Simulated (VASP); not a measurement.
All values below come from PBE GGA, VASP's PBE PAW potentials (set 64) (plane waves; VASP).

VASP ran on this input.

**INCAR**
```
SYSTEM = TaSi
PREC = Accurate
ENCUT = 400
EDIFF = 1E-6
NELM = 100
ALGO = Normal
LREAL = .FALSE.
LASPH = .TRUE.
ISMEAR = 1
SIGMA = 0.1
GGA = PE
LMAXMIX = 6
LWAVE = .FALSE.
LCHARG = .FALSE.
IBRION = 2
ISIF = 3
NSW = 60
EDIFFG = -0.01
```

**POSCAR**
```
TaSi
1.0
  0.0000000000   2.5731469050   2.5731469050
  2.5731469050   0.0000000000   2.5731469050
  2.5731469050   2.5731469050   0.0000000000
Ta Si
1 1
Direct
  0.0000000000   0.0000000000   0.0000000000
  0.5000000000   0.5000000000   0.5000000000
```

### KPOINTS
```
Automatic
0
gamma
 11 11 11
```

POTCAR, in this order: Ta_pv Si (PBE.64 set). Program: vasp_std.

Output of the run:

File OSZICAR:
```
       N       E                     dE             d eps       ncg     rms          rms(c)
DAV:   1     0.580333431330E+02    0.58033E+02   -0.68324E+03  1256   0.100E+03
DAV:   2    -0.165035892373E+02   -0.74537E+02   -0.70909E+02  1418   0.246E+02
DAV:   3    -0.185815546707E+02   -0.20780E+01   -0.20199E+01  1570   0.369E+01
DAV:   4    -0.186181324750E+02   -0.36578E-01   -0.36384E-01  1533   0.442E+00
DAV:   5    -0.186186213632E+02   -0.48889E-03   -0.48877E-03  1582   0.473E-01    0.155E+01
DAV:   6    -0.173698466657E+02    0.12488E+01   -0.36508E+00  1385   0.157E+01    0.603E+00
DAV:   7    -0.173269044087E+02    0.42942E-01   -0.27848E-01  1555   0.426E+00    0.223E+00
DAV:   8    -0.173222485693E+02    0.46558E-02   -0.36690E-02  1374   0.146E+00    0.381E-01
DAV:   9    -0.173204378967E+02    0.18107E-02   -0.10083E-02  1385   0.819E-01    0.131E-01
DAV:  10    -0.173204168693E+02    0.21027E-04   -0.56047E-04  1394   0.222E-01    0.455E-02
DAV:  11    -0.173204121932E+02    0.46761E-05   -0.31188E-05  1452   0.547E-02    0.546E-03
DAV:  12    -0.173204113992E+02    0.79396E-06   -0.36923E-06  1397   0.162E-02
   1 F= -.17320411E+02 E0= -.17320019E+02  d E =-.173204E+02
       N       E                     dE             d eps       ncg     rms          rms(c)
DAV:   1    -0.173266620189E+02   -0.62498E-02   -0.18540E-01  1268   0.561E+00    0.665E-01
DAV:   2    -0.173208405270E+02    0.58215E-02   -0.14739E-02  1265   0.123E+00    0.182E-01
DAV:   3    -0.173202427847E+02    0.59774E-03   -0.82717E-04  1406   0.298E-01    0.700E-02
DAV:   4    -0.173201074768E+02    0.13531E-03   -0.36900E-04  1367   0.185E-01    0.300E-02
DAV:   5    -0.173201080365E+02   -0.55974E-06   -0.86625E-06  1597   0.298E-02
   2 F= -.17320108E+02 E0= -.17319801E+02  d E =0.303363E-03
       N       E                     dE             d eps       ncg     rms          rms(c)
DAV:   1    -0.173230637834E+02   -0.29563E-02   -0.69549E-02  1259   0.342E+00    0.407E-01
DAV:   2    -0.173209037458E+02    0.21600E-02   -0.52205E-03  1259   0.743E-01    0.114E-01
DAV:   3    -0.173206704487E+02    0.23330E-03   -0.34988E-04  1460   0.198E-01    0.412E-02
DAV:   4    -0.173206268971E+02    0.43552E-04   -0.12801E-04  1352   0.107E-01    0.176E-02
DAV:   5    -0.173206298893E+02   -0.29922E-05   -0.33176E-06  1492   0.189E-02    0.869E-03
DAV:   6    -0.173206311094E+02   -0.12201E-05   -0.43209E-07   664   0.483E-03    0.835E-04
DAV:   7    -0.173206309880E+02    0.12138E-06   -0.41551E-08   628   0.175E-03
   3 F= -.17320631E+02 E0= -.17320272E+02  d E =-.219589E-03
```

File OUTCAR:
```
------------------------ aborting loop because EDIFF is reached ----------------------------------------
  FORCE on cell =-STRESS in cart. coord.  units (eV):
  Direction    XX          YY          ZZ          XY          YZ          ZX
  --------------------------------------------------------------------------------------
  Total        0.0030908      0.0030908      0.0030908      0.0000000      0.0000000      0.0000000
  in kB        0.1448244      0.1448244      0.1448244      0.0000000      0.0000000      0.0000000
  external PRESSURE =       0.1448244 kB  Pullay stress =       0.0000000 kB
  volume of cell :       34.19
      direct lattice vectors                 reciprocal lattice vectors
    -0.000000000  2.576151360  2.576151360    -0.194087975  0.194087975  0.194087975
     2.576151360 -0.000000000  2.576151360     0.194087975 -0.194087975  0.194087975
     2.576151360  2.576151360 -0.000000000     0.194087975  0.194087975 -0.194087975
 POSITION                                       TOTAL-FORCE (eV/Angst)
 -----------------------------------------------------------------------------------
      0.00000      0.00000      0.00000        -0.000000     -0.000000     -0.000000
      2.57615      2.57615      2.57615         0.000000      0.000000      0.000000
 -----------------------------------------------------------------------------------
    total drift:                                0.000000     -0.000000     -0.000000
  FREE ENERGIE OF THE ION-ELECTRON SYSTEM (eV)
  ---------------------------------------------------
  free  energy   TOTEN  =       -17.3206309880 eV

  energy  without entropy=      -17.3195538487  energy(sigma->0) =      -17.32027194

 reached required accuracy - stopping structural energy minimisation
```
(Selected blocks of OUTCAR.)

### CONTCAR
```
TaSi
   1.00000000000000
    -0.0000000000000000    2.5761513597262655    2.5761513597262655
     2.5761513597262655   -0.0000000000000000    2.5761513597262655
     2.5761513597262655    2.5761513597262655   -0.0000000000000000
  Ta              Si
     1     1
Direct
     0.0000000000000000    0.0000000000000000    0.0000000000000000
     0.5000000000000000    0.5000000000000000    0.5000000000000000
```

The structure was generated: TaSi was put into the rock salt type (Fm-3m), which need not be its known phase. This run relaxes it. Symmetry was kept, so distortions that lower it aren't found. The start is the result of an earlier pass. The electron count is odd and the run is not spin-polarised, which forces a metal.
